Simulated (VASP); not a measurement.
Output of a VASP run:

### OSZICAR
```
       N       E                     dE             d eps       ncg     rms          rms(c)
DAV:   1     0.131397234690E+03    0.13140E+03   -0.11812E+04  1728   0.197E+03
DAV:   2     0.380394456619E+01   -0.12759E+03   -0.12358E+03  1792   0.346E+02
DAV:   3    -0.284459900381E+00   -0.40884E+01   -0.40743E+01  2016   0.702E+01
DAV:   4    -0.310363604429E+00   -0.25904E-01   -0.25902E-01  1953   0.492E+00
DAV:   5    -0.310649319500E+00   -0.28572E-03   -0.28571E-03  2051   0.530E-01    0.844E+00
DAV:   6     0.142141402740E+00    0.45279E+00   -0.15910E+00  1729   0.148E+01    0.526E+00
DAV:   7     0.168589890789E+00    0.26448E-01   -0.36882E-02  2233   0.443E+00    0.281E+00
DAV:   8     0.177416024002E+00    0.88261E-02   -0.10600E-02  1890   0.123E+00    0.143E-01
DAV:   9     0.177395437956E+00   -0.20586E-04   -0.34423E-04  1995   0.278E-01    0.710E-02
DAV:  10     0.177380575216E+00   -0.14863E-04   -0.52887E-05  2010   0.122E-01    0.173E-02
DAV:  11     0.177380444485E+00   -0.13073E-06   -0.10831E-05  1855   0.837E-02    0.417E-03
DAV:  12     0.177380487637E+00    0.43152E-07   -0.22745E-07   966   0.135E-02
   1 F= 0.17738049E+00 E0= 0.17740363E+00  d E =0.177380E+00
       N       E                     dE             d eps       ncg     rms          rms(c)
DAV:   1     0.443528551718E-01   -0.13303E+00   -0.19908E+00  1701   0.264E+01    0.242E+00
DAV:   2     0.166335235552E+00    0.12198E+00   -0.40185E-01  1946   0.131E+01    0.882E-01
DAV:   3     0.173956330145E+00    0.76211E-02   -0.14255E-02  1810   0.131E+00    0.582E-01
DAV:   4     0.176534528734E+00    0.25782E-02   -0.20420E-03  2505   0.111E+00    0.105E-01
DAV:   5     0.176711363271E+00    0.17683E-03   -0.43415E-04  1799   0.277E-01    0.189E-02
DAV:   6     0.176709733322E+00   -0.16299E-05   -0.20353E-05  1799   0.421E-02    0.863E-03
DAV:   7     0.176708596096E+00   -0.11372E-05   -0.16079E-06  1220   0.527E-02    0.143E-03
DAV:   8     0.176708474007E+00   -0.12209E-06   -0.11462E-06   899   0.171E-02
   2 F= 0.17670847E+00 E0= 0.17673348E+00  d E =-.672014E-03
       N       E                     dE             d eps       ncg     rms          rms(c)
DAV:   1     0.149578631202E+00   -0.27130E-01   -0.38472E-01  1708   0.113E+01    0.107E+00
DAV:   2     0.173689470426E+00    0.24111E-01   -0.83152E-02  1932   0.660E+00    0.361E-01
DAV:   3     0.175086464039E+00    0.13970E-02   -0.29365E-03  1694   0.582E-01    0.239E-01
DAV:   4     0.175524641652E+00    0.43818E-03   -0.25639E-04  2552   0.494E-01    0.843E-02
DAV:   5     0.175608493584E+00    0.83852E-04   -0.81573E-05  2063   0.116E-01    0.838E-03
DAV:   6     0.175608615236E+00    0.12165E-06   -0.80134E-06  1778   0.399E-02
   3 F= 0.17560862E+00 E0= 0.17562629E+00  d E =-.177187E-02
```

### OUTCAR
```
------------------------ aborting loop because EDIFF is reached ----------------------------------------
  FORCE on cell =-STRESS in cart. coord.  units (eV):
  Direction    XX          YY          ZZ          XY          YZ          ZX
  --------------------------------------------------------------------------------------
  Total       -0.0091183     -0.0091183     -0.0091183     -0.0000000     -0.0000000     -0.0000000
  in kB       -0.4619008     -0.4619008     -0.4619008     -0.0000000     -0.0000000     -0.0000000
  external PRESSURE =      -0.4619008 kB  Pullay stress =       0.0000000 kB
  volume of cell :       31.63
      direct lattice vectors                 reciprocal lattice vectors
     3.162459999 -0.000000000 -0.000000000     0.316209533  0.000000000 -0.000000000
    -0.000000000  3.162459999 -0.000000000     0.000000000  0.316209533 -0.000000000
     0.000000000  0.000000000  3.162459999     0.000000000  0.000000000  0.316209533
 POSITION                                       TOTAL-FORCE (eV/Angst)
 -----------------------------------------------------------------------------------
      1.58123      1.58123      1.58123         0.000000      0.000000      0.000000
      0.00000      0.00000      0.00000        -0.000000     -0.000000      0.000000
 -----------------------------------------------------------------------------------
    total drift:                                0.000000      0.000000     -0.000000
  FREE ENERGIE OF THE ION-ELECTRON SYSTEM (eV)
  ---------------------------------------------------
  free  energy   TOTEN  =         0.1756086152 eV

  energy  without entropy=        0.1756616273  energy(sigma->0) =        0.17562629

 reached required accuracy - stopping structural energy minimisation
```
(Selected blocks of OUTCAR.)

POSCAR:
```
AuZn
1
    3.1500000000     0.0000000000     0.0000000000
    0.0000000000     3.1500000000     0.0000000000
    0.0000000000     0.0000000000     3.1500000000
Zn Au
1 1
Direct
  0.5000000000   0.5000000000   0.5000000000
  0.0000000000   0.0000000000   0.0000000000
```

**Question.** Write an INCAR and KPOINTS that could have produced this output.

**Answer.** One answer among several that fit: the input of the run itself, rev-vdW-DF2, plane waves, VASP's PBE PAW potentials (set 64).

INCAR:
```
LMAXMIX  =  6   ! l cut-off of mixed one-centre charges
NELM  =  100
PARAM2  =  0.7114
SYSTEM  =  AuZn
ISIF  =  3   ! ions, shape and volume
PARAM1  =  0.1234568
SIGMA  =  0.1   ! width (eV)
LCHARG  =  .FALSE.
LUSE_VDW  =  .TRUE.
LREAL  =  .FALSE.   ! projection in real space or not
NSW  =  60   ! most ionic steps
GGA  =  MK
ISMEAR  =  1
IBRION  =  2   ! conjugate gradients
EDIFFG  =  -0.01   ! ionic stop
AGGAC  =  0.0
ZAB_VDW  =  -1.8867
ENCUT  =  520   ! plane-wave cut-off (eV)
PREC  =  Accurate
LWAVE  =  .FALSE.
ALGO  =  Normal
LASPH  =  .TRUE.   ! aspherical one-centre terms
EDIFF  =  1E-6
```

File KPOINTS:
```
Automatic mesh
0
Gamma
10 10 10
0 0 0
```

POTCAR, in this order: Zn Au (PBE.64 set). Program: vasp_std.

The compound is AuZn in the CsCl type structure. This run relaxes it. Symmetry was kept, so distortions that lower it aren't found. The electron count is odd and the run is not spin-polarised, which forces a metal.
